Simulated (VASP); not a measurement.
Data:

```xyz
4
Lattice="1.2553 -2.1742 0.0000 1.2553 2.1742 0.0000 0.0000 0.0000 6.6238" Properties=species:S:1:pos:R:3 pbc="T T T"
B      1.2553     0.7247     1.6560
B      1.2553    -0.7247     4.9679
N      1.2553    -0.7247     1.6560
N      1.2553     0.7247     4.9679
```

Calculation: optB88-vdW, VASP's PBE PAW potentials (set 64) (plane waves; VASP). Run with 520 eV cut-off, Gaussian smearing of 0.050 eV, potentials B N.

Problem. Give the energies of bands 3 to 11 at the high-symmetry points, in eV from the valence-band maximum.

Solution. 
```csv
band,Γ,M,K,A,L,H
3,-6.23,-8.85,-7.92,-5.26,-8.82,-7.83
4,-4.03,-8.78,-7.75,-5.26,-8.82,-7.83
5,-1.44,-4.19,-7.13,-1.42,-4.16,-7.14
6,-1.44,-4.12,-7.13,-1.42,-4.16,-7.14
7,-1.40,-1.49,-0.13,-1.42,-0.94,-0.04
8,-1.40,-0.44,-0.13,-1.42,-0.94,-0.04
9,5.10,4.24,4.85,7.50,4.70,4.62
10,10.19,5.63,4.85,7.50,4.70,4.62
11,11.52,9.49,10.66,11.58,9.93,11.88
```

The gap is indirect, 4.24 eV, from the valence maximum at K-Γ at 0.11 to the conduction minimum at M.

The compound is BN in the hex structure. It was relaxed first.
